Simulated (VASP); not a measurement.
# FCClBrH in VASP: settings compared, part 2 of 2

VASP 6.6.1.

## 4. Atomic charges, PBE+TS

File INCAR:

```
PREC     = Accurate       # precision mode
ENCUT    = 520            # plane-wave cutoff, eV
EDIFF    = 1E-7           # SCF threshold, eV
ISMEAR   = 0              # smearing method
SIGMA    = 0.01           # smearing width, eV
LREAL    = False          # projectors in reciprocal space
LASPH    = True           # aspherical terms in the spheres
NELM     = 60             # most SCF steps
ALGO     = Fast           # electronic algorithm
ISIF     = 2              # what is computed and relaxed
LWAVE    = False          # write WAVECAR
LCHARG   = True           # write CHGCAR
GGA      = PE             # functional
IVDW     = 2              # dispersion correction
LORBIT   = 11             # projections on sites
LELF     = True           # ELF
LVHAR    = True         
LVACPOTAV= True
```

File KPOINTS:

```
regular mesh
0
Gamma
  1 1 1
```

File POSCAR:

```
HCBrClF
1.0
   12.0000000000      0.0000000000      0.0000000000
    0.0000000000     12.0000000000      0.0000000000
    0.0000000000      0.0000000000     12.0000000000
F C Cl Br H
1 1 1 1 1
Direct
    0.4594083300      0.5128833300      0.6062791700
    0.5026166700      0.5076250000      0.5035291700
    0.6148250000      0.4141166700      0.5017875000
    0.3873416700      0.4647250000      0.3993875000
    0.5323833300      0.5893833300      0.4783458300
```

Potentials or basis: VASP PAW PBE potentials, release 64 (F, C, Cl, Br, H).

Run with:

```bash
cat potpaw_PBE.64/F/POTCAR potpaw_PBE.64/C/POTCAR potpaw_PBE.64/Cl/POTCAR potpaw_PBE.64/Br/POTCAR potpaw_PBE.64/H/POTCAR > POTCAR
mpirun -np 1 vasp_gam > vasp.out
```

OUTCAR:

```text
PREC = Accurate
   ENCUT = 520
   EDIFF = 1E-7
   ISMEAR = 0
   LREAL = False
   LASPH = True
   NELM = 60
   ISIF = 2
   GGA = PE
   IVDW = 2
   LORBIT = 11
  IVDW =   2

 ion  position               nearest neighbor table
   1  0.459  0.513  0.606-   2 1.34
   2  0.503  0.508  0.504-   5 1.09   1 1.34   3 1.75   4 1.93
   3  0.615  0.414  0.502-   2 1.75
   4  0.387  0.465  0.399-   2 1.93
   5  0.532  0.589  0.478-   2 1.09

  LATTYP: Found a simple cubic cell.
 ALAT       =    12.0000000000

  Lattice vectors:

 A1 = (  12.0000000000,   0.0000000000,   0.0000000000)
 A2 = (   0.0000000000,  12.0000000000,   0.0000000000)
 A3 = (   0.0000000000,   0.0000000000,  12.0000000000)

Analysis of symmetry for initial positions (statically):
=====================================================================
 Subroutine PRICEL returns:
 Original cell was already a primitive cell.

 Routine SETGRP: Setting up the symmetry group for a
 simple cubic supercell.

 Subroutine GETGRP returns: Found  1 space group operations
 (whereof  1 operations were pure point group operations)
 out of a pool of 48 trial point group operations.

The static configuration has the point symmetry C_1 .

Analysis of symmetry for dynamics (positions and initial velocities):
=====================================================================
 Subroutine PRICEL returns:
 Original cell was already a primitive cell.

 Routine SETGRP: Setting up the symmetry group for a
 simple cubic supercell.

 Subroutine GETGRP returns: Found  1 space group operations
 (whereof  1 operations were pure point group operations)
 out of a pool of 48 trial point group operations.

The dynamic configuration has the point symmetry C_1 .

 Subroutine INISYM returns: Found  1 space group operations
 (whereof  1 operations are pure point group operations),
 and found     1 'primitive' translations

----------------------------------------------------------------------------------------

                                     Primitive cell
[... 117 lines left out ...]
  ext. energy  EPLUGINS =         0.00000000
  ---------------------------------------------------
  free energy    TOTEN  =       -20.34360309 eV

  energy without entropy =      -20.34360309  energy(sigma->0) =      -20.34360309

 E-fermi :  -6.8880     XC(G=0):  -0.8133

 val. band max:       -6.9664610032   @ k =   0.0000   0.0000   0.0000
 cond. band min:      -1.7757826973   @ k =   0.0000   0.0000   0.0000
 fundamental gap:      5.1906783059
 Fermi energy:        -6.8880081571

 k-point     1 :       0.0000    0.0000    0.0000
  band No.  band energies     occupation
      1     -31.6268      2.00000
      2     -22.2488      2.00000
      3     -20.3909      2.00000
      4     -16.5992      2.00000
      5     -13.6820      2.00000
      6     -12.7369      2.00000
[... 9 lines left out ...]
     16      -0.3694      0.00000
     17       0.5607      0.00000

------------------------ aborting loop because EDIFF is reached ----------------------------------------

  Hirshfeld charges:
            ion         q(e)
   ------------------------------
      1     F       -0.07349841
      2     C        0.07544715
      3     Cl      -0.02890301
      4     Br      -0.02802775
      5     H        0.05498201

  Tkatchenko/Scheffler method for vdW energy calculation

  Number of pair interactions contributing to vdW energy:    4489

  Edisp (eV):   -0.00527

  FORCE on cell =-STRESS in cart. coord.  units (eV):
  Direction    XX          YY          ZZ          XY          YZ          ZX
  --------------------------------------------------------------------------------------
  -------------------------------------------------------------------------------------
  Total       1.05675     0.44023     1.70261    -0.09131     0.16577    -0.15953
  in kB       0.97980     0.40818     1.57863    -0.08466     0.15370    -0.14792
  external pressure =        0.99 kB  Pullay stress =        0.00 kB

 VOLUME and BASIS-vectors are now :
 -----------------------------------------------------------------------------
  energy-cutoff  :      520.00
  volume of cell :     1728.00
      direct lattice vectors                 reciprocal lattice vectors
    12.000000000  0.000000000  0.000000000     0.083333333  0.000000000  0.000000000
     0.000000000 12.000000000  0.000000000     0.000000000  0.083333333  0.000000000
     0.000000000  0.000000000 12.000000000     0.000000000  0.000000000  0.083333333

 POSITION                                       TOTAL-FORCE (eV/Angst)
 -----------------------------------------------------------------------------------
      5.51290      6.15460      7.27535        -0.460714      0.082111      1.092498
      6.03140      6.09150      6.04235         0.439301     -0.000387     -0.658205
      7.37790      4.96940      6.02145         0.289677     -0.210707     -0.013740
      4.64810      5.57670      4.79265        -0.350285     -0.107587     -0.330957
      6.38860      7.07260      5.74015         0.082021      0.236570     -0.089596
 -----------------------------------------------------------------------------------
    total drift:                               -0.001998      0.001094      0.001603

  FREE ENERGIE OF THE ION-ELECTRON SYSTEM (eV)
  ---------------------------------------------------
  free  energy   TOTEN  =       -20.3488719303 eV

  energy  without entropy=      -20.3488719303  energy(sigma->0) =      -20.34887193

 total charge

# of ion       s       p       d       tot
------------------------------------------
    1        1.752   4.373   0.000   6.125
    2        0.825   1.556   0.000   2.381
    3        1.608   3.517   0.000   5.124
    4        1.620   3.221   0.036   4.876
    5        0.655   0.050   0.000   0.704
--------------------------------------------------
tot          6.459  12.717   0.036  19.211
```

OSZICAR:

```text
N       E                     dE             d eps       ncg     rms          rms(c)
DAV:   1     0.342627807825E+03    0.34263E+03   -0.59975E+03    34   0.914E+02
DAV:   2     0.886661336272E+02   -0.25396E+03   -0.25146E+03    68   0.159E+02
DAV:   3    -0.129009103436E+02   -0.10157E+03   -0.10152E+03    43   0.147E+02
[... 17 lines left out ...]
RMM:  21    -0.203436012223E+02   -0.31383E-05   -0.39896E-07    35   0.284E-03    0.170E-04
RMM:  22    -0.203436022825E+02   -0.10602E-05   -0.10923E-07    27   0.150E-03    0.112E-04
RMM:  23    -0.203436028503E+02   -0.56779E-06   -0.45611E-08    25   0.105E-03    0.752E-05
RMM:  24    -0.203436030083E+02   -0.15804E-06   -0.14772E-08    22   0.716E-04    0.501E-05
RMM:  25    -0.203436030856E+02   -0.77337E-07   -0.94026E-09    22   0.605E-04
   1 F= -.20348872E+02 E0= -.20348872E+02  d E =-.105016E-28
```

Run time: 4.1 min. Hardware: 1 thread of AMD EPYC 7R43 (Zen 3), shared host; peak memory 1.3 GiB.

Results:

* Free energy: -20.3489 eV
* Largest force: 1.189 eV/Å
* Gap between the frontier levels: 5.19 eV
* Valence electrons inside the program's atomic spheres: F 6.12; C 2.38; Cl 5.12; Br 4.88; H 0.70
* Hirshfeld charges: F -0.07; C +0.08; Cl -0.03; Br -0.03; H +0.05 e
* Dispersion energy per atom: -0.001 eV

Forces on the atoms (eV/Å):
```
F   -0.461  0.082  1.092
C    0.439  0.000 -0.658
Cl   0.290 -0.211 -0.014
Br  -0.350 -0.108 -0.331
H    0.082  0.237 -0.090
```

PBE gaps usually lie below the measured ones, often by a third to a half.

## 5. For comparison

An earlier run on the cell as given: functional PBE; potentials or basis VASP PAW PBE potentials, release 64 (F, C, Cl, Br, H); cutoff 520 eV; k mesh 1 × 1 × 1; occupations gaussian, width 0.01 eV; no spin polarisation.

* Largest force: 1.184 eV/Å
* Gap between the frontier levels: 5.19 eV

## 6. The runs side by side

| task | level | cell | gap on the mesh (eV) | largest force (eV/Å) |
| --- | --- | --- | --- | --- |
| single point | PBE | atoms moved at random, drawn with an rms of 0.05 Å | 5.25 | 1.62 |
| relaxation of the atoms | PBE | atoms relaxed from: atoms moved at random, drawn with an rms of 0.02 Å | 5.04 | 0.01 |
| atomic charges | PBE+TS | as given | 5.19 | 1.19 |
| single point | PBE | as given | 5.19 | 1.18 |

Alike in all rows: potentials or basis VASP PAW PBE potentials, release 64 (F, C, Cl, Br, H); no spin polarisation; k mesh 1 × 1 × 1; cutoff (eV) 520; smearing gaussian 0.01 eV.

Absolute energies hang on the potentials; compare differences alone.
